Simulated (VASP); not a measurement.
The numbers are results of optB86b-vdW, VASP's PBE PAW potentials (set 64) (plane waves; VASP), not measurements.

A VASP calculation is set up with these files.

### INCAR
```
! general
SYSTEM  =BN
PREC    =Accurate
ENCUT   =520
LREAL   =.FALSE.   ! projection in real space or not
LASPH   =.TRUE.

! electronic loop
EDIFF   =1E-7   ! SCF stop (eV)
NELM    =100
ALGO    =Normal

! smearing
ISMEAR  =0
SIGMA   =0.05   ! width (eV)

! functional
GGA     =MK
LUSE_VDW=.TRUE.
AGGAC   =0.0
PARAM1  =0.1234
PARAM2  =1.0

! ions
ISIF    =2   ! forces and stress, cell fixed

! output
LWAVE   =.FALSE.
LCHARG  =.FALSE.
```

### KPOINTS
```
Automatic mesh
0
Gamma
 12 12 12
```

POSCAR:
```
BN
1
    0.0000000000     1.7922821629     1.7922821629
    1.7922821629     0.0000000000     1.7922821629
    1.7922821629     1.7922821629     0.0000000000
B N
1 1
Direct
  0.0000000000   0.0000000000   0.0000000000
  0.2500000000   0.2500000000   0.2500000000
```

POTCAR, in this order: B N (PBE.64 set). Program: vasp_std.

Output of the run:

OSZICAR:
```
       N       E                     dE             d eps       ncg     rms          rms(c)
DAV:   1     0.120154752420E+02    0.12015E+02   -0.53857E+03  1192   0.100E+03
DAV:   2    -0.165187041060E+02   -0.28534E+02   -0.28055E+02  1544   0.175E+02
DAV:   3    -0.167300523631E+02   -0.21135E+00   -0.21135E+00  1368   0.191E+01
DAV:   4    -0.167302556018E+02   -0.20324E-03   -0.20324E-03  1560   0.509E-01
DAV:   5    -0.167302556700E+02   -0.68252E-07   -0.68252E-07  1280   0.737E-03    0.697E+00
DAV:   6    -0.157854564296E+02    0.94480E+00   -0.36561E+00  1488   0.142E+01    0.340E+00
DAV:   7    -0.157041662857E+02    0.81290E-01   -0.11212E-01  1512   0.314E+00    0.196E+00
DAV:   8    -0.156865664900E+02    0.17600E-01   -0.47900E-02  1408   0.192E+00    0.196E-01
DAV:   9    -0.156867149302E+02   -0.14844E-03   -0.48847E-04  1208   0.259E-01    0.813E-02
DAV:  10    -0.156867756102E+02   -0.60680E-04   -0.10990E-04  1600   0.118E-01    0.143E-02
DAV:  11    -0.156867786428E+02   -0.30326E-05   -0.48245E-06  1200   0.220E-02    0.630E-03
DAV:  12    -0.156867786950E+02   -0.52202E-07   -0.95632E-07  1376   0.831E-03
   1 F= -.15686779E+02 E0= -.15686779E+02  d E =-.875632E-13
```

**OUTCAR**
```
------------------------ aborting loop because EDIFF is reached ----------------------------------------
  FORCE on cell =-STRESS in cart. coord.  units (eV):
  Direction    XX          YY          ZZ          XY          YZ          ZX
  --------------------------------------------------------------------------------------
  Total        0.8742708      0.8742708      0.8742708     -0.0000000     -0.0000000     -0.0000000
  in kB      121.6486781    121.6486781    121.6486781     -0.0000000     -0.0000000     -0.0000000
  external PRESSURE =     121.6486781 kB  Pullay stress =       0.0000000 kB
  volume of cell :       11.51
      direct lattice vectors                 reciprocal lattice vectors
     0.000000000  1.792282163  1.792282163    -0.278973931  0.278973931  0.278973931
     1.792282163  0.000000000  1.792282163     0.278973931 -0.278973931  0.278973931
     1.792282163  1.792282163  0.000000000     0.278973931  0.278973931 -0.278973931
  FREE ENERGIE OF THE ION-ELECTRON SYSTEM (eV)
  ---------------------------------------------------
  free  energy   TOTEN  =       -15.6867786950 eV

  energy  without entropy=      -15.6867786950  energy(sigma->0) =      -15.68677869
```
(Selected blocks of OUTCAR.)

The compound is BN in the zinc blende structure. This cell is one point of a volume scan, at 0.97 of the reference volume.
